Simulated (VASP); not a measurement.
All values below come from LDA (Ceperley-Alder, Perdew-Zunger), VASP's LDA PAW potentials (set 64) (plane waves; VASP).

The input files of a VASP run:

**INCAR**
```
SYSTEM = WC
PREC = Accurate; ENCUT = 620; LREAL = F
LASPH = T
EDIFF = 1E-6; NELM = 100; ALGO = Normal
LMAXMIX = 6
ISMEAR = 1; SIGMA = 0.1
IBRION = 2; NSW = 40; ISIF = 3
EDIFFG = -0.02; PSTRESS = 450
LWAVE = F; LCHARG = F
```

File POSCAR:
```
WC
1.0
  1.3990658859  -2.4232532959   0.0000000000
  1.3990658859   2.4232532959   0.0000000000
  0.0000000000   0.0000000000   2.7491295681
W C
1 1
Cart
  0.0000000000   0.0000000000   0.0000000000
  1.3990658859   0.8077527141   1.3745647840
```

### KPOINTS
```
Regular mesh
0
gamma
 15 15 13
```

POTCAR, in this order: W_sv C (LDA.64 set). Program: vasp_std.

What VASP printed:

### OUTCAR
```
 ion  position               nearest neighbor table
   1  0.000  0.000  0.000-   2 2.12   2 2.12   2 2.12   2 2.12   2 2.12   2 2.12
   2  0.333  0.667  0.500-   1 2.12   1 2.12   1 2.12   1 2.12   1 2.12   1 2.12
  LATTYP: Found a hexagonal cell.
 ALAT       =     2.7981318570
 C/A-ratio  =     0.9824874983
 Subroutine PRICEL returns:
 Original cell was already a primitive cell.
 Subroutine GETGRP returns: Found 12 space group operations
The static configuration has the point symmetry D_3h.
The dynamic configuration has the point symmetry D_3h.
 Subroutine INISYM returns: Found 12 space group operations
 Subroutine IBZKPT returns following result:
 Found    189 irreducible k-points:

 Following reciprocal coordinates:
            Coordinates               Weight
  0.000000  0.000000  0.000000      1.000000
  0.066667  0.000000  0.000000      6.000000
  0.133333 -0.000000  0.000000      6.000000
  0.200000  0.000000  0.000000      6.000000
  0.266667 -0.000000  0.000000      6.000000
  0.333333  0.000000  0.000000      6.000000
  0.400000  0.000000  0.000000      6.000000
  0.466667 -0.000000  0.000000      6.000000
...
```

File OSZICAR:
```
       N       E                     dE             d eps       ncg     rms          rms(c)
DAV:   1     0.119810469456E+03    0.11981E+03   -0.10873E+04  4922   0.176E+03
DAV:   2    -0.235020443224E+02   -0.14331E+03   -0.13955E+03  5679   0.417E+02
DAV:   3    -0.275392798970E+02   -0.40372E+01   -0.40088E+01  5900   0.640E+01
DAV:   4    -0.275742580549E+02   -0.34978E-01   -0.34968E-01  5439   0.642E+00
DAV:   5    -0.275745067495E+02   -0.24869E-03   -0.24868E-03  5759   0.566E-01    0.404E+01
DAV:   6    -0.245718881318E+02    0.30026E+01   -0.87129E+00  5419   0.314E+01    0.122E+01
DAV:   7    -0.245074864291E+02    0.64402E-01   -0.34244E-01  5064   0.572E+00    0.782E+00
DAV:   8    -0.244753593535E+02    0.32127E-01   -0.44794E-02  5499   0.183E+00    0.103E+00
DAV:   9    -0.244744053696E+02    0.95398E-03   -0.34057E-03  5249   0.411E-01    0.114E-01
DAV:  10    -0.244743405632E+02    0.64806E-04   -0.15871E-04  5434   0.174E-01    0.690E-02
DAV:  11    -0.244743397045E+02    0.85863E-06   -0.13554E-05  5574   0.334E-02    0.861E-03
DAV:  12    -0.244743392992E+02    0.40536E-06   -0.18764E-06  3209   0.145E-02
   1 F= -.19238768E+02 E0= -.19238810E+02  d E =-.192388E+02
```

File OUTCAR:
```
------------------------ aborting loop because EDIFF is reached ----------------------------------------
  FORCE on cell =-STRESS in cart. coord.  units (eV):
  Direction    XX          YY          ZZ          XY          YZ          ZX
  --------------------------------------------------------------------------------------
  Total        5.2550020      5.2550024      5.2691727      0.0000000      0.0000000      0.0000000
  in kB      451.6700373    451.6700740    452.8880232      0.0000000      0.0000000      0.0000000
  external PRESSURE =       2.0760448 kB  Pullay stress =     450.0000000 kB
  volume of cell :       18.64
      direct lattice vectors                 reciprocal lattice vectors
     1.399065886 -2.423253296  0.000000000     0.357381311 -0.206334188  0.000000000
     1.399065886  2.423253296  0.000000000     0.357381311  0.206334188  0.000000000
     0.000000000  0.000000000  2.749129568     0.000000000  0.000000000  0.363751499
 POSITION                                       TOTAL-FORCE (eV/Angst)
 -----------------------------------------------------------------------------------
      0.00000      0.00000      0.00000         0.000000      0.000000      0.000000
      1.39907      0.80775      1.37456        -0.000000      0.000000      0.000000
 -----------------------------------------------------------------------------------
    total drift:                               -0.000000     -0.000354      0.000000
  FREE ENERGIE OF THE ION-ELECTRON SYSTEM (eV)
  ---------------------------------------------------
  free  energy   TOTEN  =       -24.4743392992 eV

  energy  without entropy=      -24.4744674811  energy(sigma->0) =      -24.47438203
  enthalpy is  TOTEN    =       -19.2387675558 eV   P V=        5.2355717433

 reached required accuracy - stopping structural energy minimisation
```
(Selected blocks of OUTCAR.)

The compound is WC in the wc structure. It was relaxed first under an external pressure of 45 GPa.
